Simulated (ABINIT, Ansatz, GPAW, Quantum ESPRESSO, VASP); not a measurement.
Hf2Pd2Se2Br2O3: 5 runs at one level of theory

```xyz
11
Lattice="7.5867 -1.7097 -1.1758 7.5867 1.7097 -1.1758 -2.0245 0.0000 13.0516" Properties=species:S:1:pos:R:3 pbc="T T T"
Hf   14.2165    0.0000   -1.4206
Hf    8.6262    0.0000    2.2691
Pd    1.6873    0.0000    6.2302
Pd    3.3945    0.0000    8.9390
Se   12.2827    0.0000    8.8683
Se   10.7952    0.0000    5.8168
Br    8.8069    0.0000   -0.7891
Br    3.1532    0.0000    3.1608
O     8.2058    0.0000    4.0943
O     5.7021    0.0000    0.0464
O     0.0207    0.0000    2.8206
```

The cell comes from a database or a generator and needn't be the stable form of this composition.

Alike in all runs: task single point; functional PBE; k mesh 8 × 8 × 2; occupations fermi-dirac, width 0.05 eV; no spin polarisation; no spin-orbit coupling. Pressure is positive in compression and, in plane waves, holds the error of the finite cutoff.

```tsv
program and potentials	plane-wave cutoff (eV)	notes	band gap (eV)	pressure (GPa)	largest force (eV/Å)
ABINIT, JTH PAW PBE v2.0	626	9.45 valence electrons an atom on average	0.83	-0.32	0.091
GPAW, GPAW PAW data sets (gpaw-data 1.2.1)	800	9.09 valence electrons an atom on average	0.83	0.37	0.411
VASP, PBE PAW files Br, Hf_pv, O, Pd, Se, 520 eV	520	7.64 valence electrons an atom on average	?	?	?
Quantum ESPRESSO, SSSP 1.3 efficiency PBE	816	9.45 valence electrons an atom on average	0.82	-0.29	0.216
Ansatz, all-electron LAPW, scalar-relativistic	-	-	0.84	0.01	0.010
```

Q: Estimate from the other rows what the run with VASP, PBE PAW files Br, Hf_pv, O, Pd, Se, 520 eV gave.

A: Band gap 0.83 eV; pressure -0.36 GPa; largest force 0.143 eV/Å. The other rows, which needn't bracket it: band gap 0.82 to 0.84; pressure -0.32 to 0.37; largest force 0.010 to 0.411.
